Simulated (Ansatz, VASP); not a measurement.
# Cross-check of Cu4SeS between VASP and Ansatz

Aim: how closely do two programs agree when they are given the same cell, functional and k mesh? The cell is invented: As first built, before any earlier steps moved the atoms (in the runner's words): it takes the Cu2Se structure with some of its atoms replaced by other elements, volume scaled by an estimate. It may not be a known or stable phase. The cell is taken from a series of VASP runs on this material, whose earlier steps may have relaxed, scaled or displaced it; both programs get it as it stands.

Calculated with Ansatz 0.2.0; plane waves, with VASP 6.6.1 beside it; relaxation of cell and atoms at PBE with D4, single point at PBE with D4 and band structure at PBE with D4, spin-orbit coupling.

## 1. The structure

The structure is monoclinic, space group C2 (No. 5). The conventional cell has a = 7.312 Å, b = 3.856 Å, c = 7.431 Å, α = 90.00°, β = 117.70°, γ = 90.00°. Se has 6 Cu at 2.36 to 2.46 Å nearest. Nearest to Cu lie 1 S at 2.30 Å and 2 Se at 2.36 to 2.46 Å. Nearest to Cu lie 2 S at 2.23 to 2.32 Å and 1 Se at 2.45 Å. Nearest to S lie 6 Cu at 2.23 to 2.32 Å. As first built, before any earlier steps moved the atoms (in the runner's words): sites of the Cu2Se structure (space group 44) filled with other elements, volume scaled by an estimate. Farther neighbours and most contacts between anions are not listed.

## 2. Ansatz: relaxation of cell and atoms, PBE with D4

Ansatz runs on its default PAW (the set named soft_2) files.

The relaxed volume is the usual yardstick between codes: its relative difference is about their pressure difference at one cell divided by the bulk modulus.

Contents of input.yaml:

```yaml
crystal:
  lattice:
    - [3.65589948, -1.92803787, 0.0]
    - [3.65589948, 1.92803787, 0.0]
    - [-3.4538028, 0.0, 6.57984783]
  atoms:
    - { symbol: Se, position: [0.484446224, 0.515553776, 0.5] }
    - { symbol: Cu, position: [0.990243926, 0.752994051, 0.669153129] }
    - { symbol: Cu, position: [0.458062441, 0.224126436, 0.136614064] }
    - { symbol: Cu, position: [0.247005949, 0.009756075, 0.330846871] }
    - { symbol: Cu, position: [0.775873564, 0.541937559, 0.863385936] }
    - { symbol: S, position: [0.933619991, 0.066380009, 0.0] }
hamiltonian:
  xc: pbe
  pseudopotentials: { kind: paw }
  dispersion: d4
kpoints:
  mp_grid: { grid: [7, 7, 4] }
scf:
  occupations: { method: gaussian, width: 0.05 }
relax:
  f_tol: 0.01
  max_steps: 60
  cell: { stress_tol: 0.05 }
output:
  forces: true
  stress: true
  write_density: true
  write_potential: true
  elf: true
  volumetric_format: npy
```

The run is started by

```console
$ ansatz run input.yaml --threads 4 --pin off --max-ram 9216MiB --backend cpu --events-out ev --progress --plain --runs-dir out
```

Numbers of over 12 decimals in the logs are rounded to 6 here.

The log of the run:

```text
Engine: ansatz 0.2.0, x86_64-unknown-linux-gnu
Pseudopotentials: kind: paw
Pseudopotential: Se, paw, valence charge 16, recommended cutoff 420 eV (normal), Se.paw.azcp
Pseudopotential: Cu, paw, valence charge 19, recommended cutoff 420 eV (normal), Cu.paw.azcp
Pseudopotential: S, paw, valence charge 6, recommended cutoff 420 eV (normal), S.paw.azcp
Functional definition: PBE
  parameter kappa = 0.804
  parameter beta = 0.066725
  exchange = pbe_x(kappa = kappa, mu = beta*pi^2/3)
  correlation = pbe_c(beta = beta)
Crystal: 6 atoms, lattice volume = 92.759 Å³
Basis set: ecut = 420 eV, 1805 PW (Γ), exchange–correlation on 60×60×100 points (8 copies of the dense FFT grid, shifted against one another)
Bands: 59, of which v1, the nominal top of the filled ones, is band 49 counted from 1 (48 counted from 0)
Symmetry: 2 space group operations
Space group: C2 (ITA 5), of the structure as read, at distance tolerance 4.5e-5 Å
k-points: 60 of 196 (time reversal used)
Non-local potential: Se, projectors of the file, l = 0: 2, l = 1: 2, l = 2: 3, l = 3: 1
Non-local potential: Cu, projectors of the file, l = 0: 3, l = 1: 2, l = 2: 3, l = 3: 1
Non-local potential: S, projectors of the file, l = 0: 2, l = 1: 2, l = 2: 2
PAW form: soft (Blöchl's): semilocal exchange-correlation on the pseudo side does not see the compensation charge
PAW one-centre angular grid: Se, 590 points (default); XC on 64 Gauss nodes
PAW one-centre angular grid: Cu, 590 points (default); XC on 64 Gauss nodes
PAW one-centre angular grid: S, 110 points (default); XC on 64 Gauss nodes
Initial density: superposition of atomic densities (neutral atoms: chi_scale 0, normalization atom), corrected by the library's trained network
Initial wavefunctions: pseudopotential atomic-orbital guess
Functional: x = pbe(κ = 0.804, μ = 0.219515), c = pbe(β = 0.066725)
SCF iter   1: F=—  HF=-32874.734203 eV  |F-HF|=—  |Δ(HF+E_count)|=         —  Δρ=2.49e-3  dr2=3.96e-3  ethr=1.77e-3  ⟨swp⟩=5.7  Hψ=12833  notcnv=0  defer=17
preconditioner: auto → Resta (q_TF=auto, 2.753 Å⁻¹)  ε∞=10.9  [insulator: Δε(μ)=0.310 eV  Ē_g=9.149 eV  σ=0.050 eV  W_gap=1.00  n_scr=30 (ndim 8)  ℏωp=28.9 eV  f_vac=0.050  D(μ)=0.00/eV (n_scr^D=0)  ε∞_Penn≈10.9]
SCF iter   2: F=—  HF=-32874.734071 eV  |F-HF|=—  |Δ(HF+E_count)|=   1.33e-4  Δρ=1.89e-3  dr2=1.73e-3  ethr=4.04e-6  ⟨swp⟩=2.0  Hψ=5997  notcnv=0  defer=84
SCF iter   3: F=—  HF=-32874.733963 eV  |F-HF|=—  |Δ(HF+E_count)|=   1.07e-4  Δρ=9.92e-4  dr2=7.06e-4  ethr=1.76e-6  ⟨swp⟩=2.3  Hψ=5283  notcnv=0  defer=84
SCF iter   4: F=—  HF=-32874.734012 eV  |F-HF|=—  |Δ(HF+E_count)|=   4.87e-5  Δρ=3.79e-4  dr2=1.23e-4  ethr=7.20e-7  ⟨swp⟩=2.6  Hψ=4973  notcnv=0  defer=84
SCF iter   5: F=—  HF=-32874.734044 eV  |F-HF|=—  |Δ(HF+E_count)|=   3.18e-5  Δρ=1.83e-4  dr2=2.40e-5  ethr=1.25e-7  ⟨swp⟩=2.0  Hψ=4980  notcnv=0  defer=84
SCF iter   6: F=—  HF=-32874.734066 eV  |F-HF|=—  |Δ(HF+E_count)|=   2.24e-5  Δρ=1.42e-4  dr2=1.42e-5  ethr=2.45e-8  ⟨swp⟩=2.0  Hψ=4954  notcnv=0  defer=84
SCF iter   7: F=—  HF=-32874.734065 eV  |F-HF|=—  |Δ(HF+E_count)|=   1.72e-6  Δρ=4.83e-5  dr2=1.77e-6  ethr=1.45e-8  ⟨swp⟩=2.0  Hψ=4508  notcnv=0  defer=84
SCF iter   8: F=—  HF=-32874.734065 eV  |F-HF|=—  |Δ(HF+E_count)|=   3.90e-7  Δρ=1.76e-5  dr2=2.46e-7  ethr=1.81e-9  ⟨swp⟩=2.1  Hψ=5227  notcnv=0  defer=84
SCF iter   9: F=-32874.734065 eV  HF=-32874.734065 eV  |F-HF|=1.29e-8  |Δ(HF+E_count)|=   2.20e-8  Δρ=5.81e-6  dr2=2.79e-8  ethr=1.02e-10  ⟨swp⟩=8.9  Hψ=23095  notcnv=0
SCF 1 converged in 9 iterations: F = -32874.734065 eV  dr2 = 2.79e-8
  greatest PAW one-centre occupation: 1.000 electrons in one spin orbital (limit 2), on the Cu atom at site 3 (counted from 0), in its partial waves of l = 0
relax step   1: F+E_penalty+E_count = -32874.73406493 eV  Δ(F+E_penalty+E_count) = +0.000e0 eV  max|allowed force component| = 4.560e-2 eV/Å  Δτ_max = 0.0000 Å  P = +0.132 GPa  Ω = 92.759 Å³  (9 SCF iters, dr2 threshold 1.00e-7 eV, accepted)
[...]
relax step   2: F+E_penalty+E_count = -32874.73481542 eV  Δ(F+E_penalty+E_count) = -7.505e-4 eV  max|allowed force component| = 3.755e-2 eV/Å  Δτ_max = 0.0038 Å  P = +0.026 GPa  Ω = 92.947 Å³  energy of the carried Pulay correction = -9.148e-5 eV  (6 SCF iters, dr2 threshold 1.84e-7 eV, accepted)
[...]
relax step   3: F+E_penalty+E_count = -32874.73660156 eV  Δ(F+E_penalty+E_count) = -1.786e-3 eV  max|allowed force component| = 1.479e-2 eV/Å  Δτ_max = 0.0220 Å  P = +0.073 GPa  Ω = 93.206 Å³  energy of the carried Pulay correction = -2.168e-4 eV  (8 SCF iters, dr2 threshold 8.81e-8 eV, accepted)
[...]
relax step   4: F+E_penalty+E_count = -32874.73676989 eV  Δ(F+E_penalty+E_count) = -1.683e-4 eV  max|allowed force component| = 7.691e-3 eV/Å  Δτ_max = 0.0103 Å  P = -0.078 GPa  Ω = 93.319 Å³  energy of the carried Pulay correction = -2.715e-4 eV  (8 SCF iters, dr2 threshold 4.02e-8 eV, accepted)
[...]
relax step   5: F+E_penalty+E_count = -32874.73690220 eV  Δ(F+E_penalty+E_count) = -1.323e-4 eV  max|allowed force component| = 2.212e-3 eV/Å  Δτ_max = 0.0081 Å  P = +0.013 GPa  Ω = 93.181 Å³  energy of the carried Pulay correction = -2.048e-4 eV  (7 SCF iters, dr2 threshold 2.65e-8 eV, accepted)
[...]
relax step   6: F+E_penalty+E_count = -32874.73704645 eV  Δ(F+E_penalty+E_count) = -1.442e-4 eV  max|allowed force component| = 2.171e-3 eV/Å  Δτ_max = 0.0000 Å  P = +0.011 GPa  Ω = 93.181 Å³  stress off target by 2.89e-2 GPa  SCF on the basis re-selected at this cell (its energy is not comparable with the rows above)  (7 SCF iters)
basis re-selected at this cell: Δ(F+E_penalty+E_count) = -1.442e-4 eV, ΔP = -0.002 GPa vs the last step (what re-selecting the basis moved, of the pressure what is left beyond the Pulay correction that the steps carried, after the strain that the cell walked since its last selection, with what the two solves' SCF thresholds leave and, on support functions, any second-order correction that the steps lacked; it is no m [...]
SCF converged after 7 iterations
Free energy (F): -32874.737046 eV
Harris-Foulkes:  -32874.737046 eV  (|F-HF|=4.37e-11)
Internal energy: -32874.737046 eV  (E = F + TS)
E sigma→0 (E₀):  -32874.737046 eV
Entropy (-TS):   -0.000000 eV (-0.000 meV/atom)
Fermi energy:    12.859037 eV
--- Per-component energies (eV) ---
  E_band       = -2067.871490
  E_kinetic    = 1430.306987
  E_local      = -21921.904750  (includes V_loc(G=0)·N_el)
  E_nonlocal   = 1023.494247
  E_hartree    = 9843.709099
  E_xc         = -556.968654
  E_vxc        = -644.672913  (∫ρ·V_xc dr)
  E_paw        = -9189.978769  (= ΣΔE_a)
  E_vpaw       = -1642.514861  (= ΣTr[D̂ρ^β])
  E_aug_tail   = 0.000528  (compensation charges beyond the density's cutoff)
  E_ewald      = -13500.659246
  E_disp       = -2.736487  (pairwise vdW)
  E_smearing   = -0.000000  (= −TS)
  E_closure    = -0.000000  (closes the sum)
  Σ components = -32874.737046   (vs F -32874.737046, Δ=0.00e0)
--- Forces (eV/Å), atoms counted from 1 ---
  atom   1  Se     0.00000000    -0.00007109     0.00000000
  atom   2  Cu    -0.00008819     0.00048171    -0.00009778
  atom   3  Cu    -0.00095638    -0.00046097     0.00217144
  atom   4  Cu     0.00008819     0.00048171     0.00009778
  atom   5  Cu     0.00095638    -0.00046097    -0.00217144
  atom   6  S      0.00000000     0.00002930     0.00000000
  max |Σ_I F_I| component: 2.90e-7 eV/Å
--- Stress (GPa, compression-positive) ---
        0.011198       0.000000       0.008869
        0.000000      -0.002675      -0.000000
        0.008869      -0.000000       0.024416
  P = ⅓ Tr σ = 0.0110 GPa (0.110 kbar)
--- Band table (eV; the first three rows and the last of 60) ---
  k-point 0: bands = [... 45 lower, 11.1859, 11.8209, 12.0034, 12.3584, 13.0099, 13.6908, 16.3558, 17.3416, ... 6 higher]
  k-point 1: bands = [... 45 lower, 11.1271, 11.4735, 11.9103, 12.2081, 13.4568, 13.7663, 15.9779, 17.5051, ... 6 higher]
  k-point 2: bands = [... 45 lower, 11.1264, 11.1696, 11.9172, 12.0782, 13.6165, 13.9282, 16.3157, 16.7271, ... 6 higher]
  k-point 59: bands = [... 45 lower, 10.5123, 10.5725, 11.2498, 11.2788, 14.8987, 15.5447, 16.2596, 16.5655, ... 6 higher]
--- Relaxed structure (5 steps of the walk, 5 accepted, 1 SCFs on fresh bases) ---
  F+E_penalty+E_count = -32874.73704645 eV   max|allowed force component| = 2.171e-3 eV/Å   (the final SCF, on the basis selected at the relaxed cell)
  cell:  # Å, volume = 93.1808 Å³
    - [3.644982, -1.948602, 0.00982966]
    - [3.644982, 1.948602, 0.00982966]
    - [-3.425798, 6.5448755399818975e-18, 6.550372]
  atoms:
    - { symbol: Se, position: [0.493728, 0.506272, 0.5] }
    - { symbol: Cu, position: [0.999275, 0.750350, 0.670547] }
    - { symbol: Cu, position: [0.448036, 0.228583, 0.133159] }
    - { symbol: Cu, position: [0.249650, 0.000725311, 0.329453] }
    - { symbol: Cu, position: [0.771417, 0.551964, 0.866841] }
    - { symbol: S, position: [0.927146, 0.072854, -2.168404344971009e-19] }
```

Wall time 42 s (4 threads of AMD EPYC 7B13 (Zen 3), shared host); peak memory 0.68 GiB; 2.7 min of CPU time.

(Part 1 of 3 ends here.)

[Lines on the potential files, build, host, timing and source positions are cut from VASP's logs without a mark.]

[Logs are printed without paths, hosts, clocks, repeated set-up lines and the standing remarks that a program may print on its own settings, such as how far it seeks lower states.]

[Hosts, paths, dates, database ids (printed as entryN), source tags and the programs' standing remarks are cut or masked in the printed files.]
